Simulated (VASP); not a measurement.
VASP ran on this input.

**POSCAR**
```
KCl
1
    0.0000000000     5.9431065000     5.9431065000
    5.9431065000     0.0000000000     5.9431065000
    5.9431065000     5.9431065000     0.0000000000
K Cl
1 1
Direct
  0.0000000000   0.0000000000   0.0000000000
  0.5000000000   0.5000000000   0.5000000000
```

KPOINTS:
```
Automatic mesh
0
Gamma
3 3 3
0 0 0
```

**INCAR**
```
SYSTEM = KCl
PREC = Accurate
ENCUT = 400
EDIFF = 1E-6
NELM = 100
ALGO = Normal
LREAL = .FALSE.
LASPH = .TRUE.
ISMEAR = 0
SIGMA = 0.05
GGA = PE
LWAVE = .FALSE.
LCHARG = .FALSE.
ISIF = 2
```

POTCAR, in this order: K_sv Cl (PBE.64 set). Program: vasp_std.

The resulting files:

File standard output:
```
 POSCAR found type information on POSCAR K Cl
 POSCAR found :  2 types and       2 ions
 Reading from existing POTCAR
 Reading from existing POTCAR
 LDA part: xc-table for (Slater+PW92), standard interpolation
 POSCAR, INCAR and KPOINTS ok, starting setup
 WAVECAR not read
 entering main loop
       N       E                     dE             d eps       ncg     rms          rms(c)
DAV:   1     0.788843711755E+02    0.78884E+02   -0.44148E+03   136   0.732E+02
DAV:   2     0.997599930345E+01   -0.68908E+02   -0.60412E+02   148   0.161E+02
DAV:   3    -0.547438893225E+01   -0.15450E+02   -0.15372E+02   112   0.615E+01
DAV:   4    -0.632735186049E+01   -0.85296E+00   -0.85246E+00   148   0.164E+01
DAV:   5    -0.635410266583E+01   -0.26751E-01   -0.26751E-01   152   0.213E+00    0.345E+00
DAV:   6    -0.481499126789E+01    0.15391E+01   -0.19457E+00   100   0.509E+00    0.247E+00
DAV:   7    -0.414423092757E+01    0.67076E+00   -0.88278E-01   100   0.301E+00    0.166E+00
DAV:   8    -0.391672316978E+01    0.22751E+00   -0.12197E-01   116   0.190E+00    0.791E-01
DAV:   9    -0.392821808683E+01   -0.11495E-01   -0.27731E-01   116   0.162E+00    0.679E-01
DAV:  10    -0.394666209199E+01   -0.18444E-01   -0.20813E-01   104   0.166E+00    0.308E-01
DAV:  11    -0.395100372303E+01   -0.43416E-02   -0.10037E-01   120   0.112E+00    0.279E-01
DAV:  12    -0.394543087264E+01    0.55729E-02   -0.25337E-02   116   0.571E-01    0.652E-02
DAV:  13    -0.394576877352E+01   -0.33790E-03   -0.12460E-03   144   0.136E-01    0.581E-02
DAV:  14    -0.394584223574E+01   -0.73462E-04   -0.52755E-04   108   0.770E-02    0.109E-02
DAV:  15    -0.394585515945E+01   -0.12924E-04   -0.28976E-05   128   0.242E-02    0.387E-03
DAV:  16    -0.394585189464E+01    0.32648E-05   -0.22980E-06   112   0.836E-03    0.163E-03
DAV:  17    -0.394585103171E+01    0.86293E-06   -0.97222E-07    96   0.508E-03
   1 F= -.39458510E+01 E0= -.39458510E+01  d E =-.155952E-12
```

### OUTCAR
```
------------------------ aborting loop because EDIFF is reached ----------------------------------------
  FORCE on cell =-STRESS in cart. coord.  units (eV):
  Direction    XX          YY          ZZ          XY          YZ          ZX
  --------------------------------------------------------------------------------------
  Total       -1.4545968     -1.4545968     -1.4545968     -0.0000000      0.0000000     -0.0000000
  in kB       -5.5511463     -5.5511463     -5.5511463     -0.0000000      0.0000000     -0.0000000
  external PRESSURE =      -5.5511463 kB  Pullay stress =       0.0000000 kB
  volume of cell :      419.83
      direct lattice vectors                 reciprocal lattice vectors
     0.000000000  5.943106500  5.943106500    -0.084131085  0.084131085  0.084131085
     5.943106500  0.000000000  5.943106500     0.084131085 -0.084131085  0.084131085
     5.943106500  5.943106500  0.000000000     0.084131085  0.084131085 -0.084131085
  FREE ENERGIE OF THE ION-ELECTRON SYSTEM (eV)
  ---------------------------------------------------
  free  energy   TOTEN  =        -3.9458510317 eV

  energy  without entropy=       -3.9458510317  energy(sigma->0) =       -3.94585103
```
(Selected blocks of OUTCAR.)

Question: The run ends quietly. Is anything wrong with it?

Answer: The cause: the lattice was typed in bohr, and VASP reads ångström. The run ends without an error. Against the sound run, the energy per atom (σ→0) goes up by 1.429 eV/atom; the pressure decreases by 1.37 GPa; the band gap drops by 3.71 eV; the volume goes up by 570 %. To mend it, correct POSCAR, correct KPOINTS.
**POSCAR**
```
KCl
1
    0.0000000000     3.1450000000     3.1450000000
    3.1450000000     0.0000000000     3.1450000000
    3.1450000000     3.1450000000     0.0000000000
K Cl
1 1
Direct
  0.0000000000   0.0000000000   0.0000000000
  0.5000000000   0.5000000000   0.5000000000
```
**KPOINTS**
```
Automatic mesh
0
Gamma
6 6 6
0 0 0
```
The mended run (PBE GGA, plane waves, VASP's PBE PAW potentials (set 64)) converges, and its OSZICAR ends with
```
   1 F= -.68031473E+01 E0= -.68031473E+01  d E =-.813643E-11
```

The compound is KCl in the rock salt structure. The cell was not relaxed at this level.
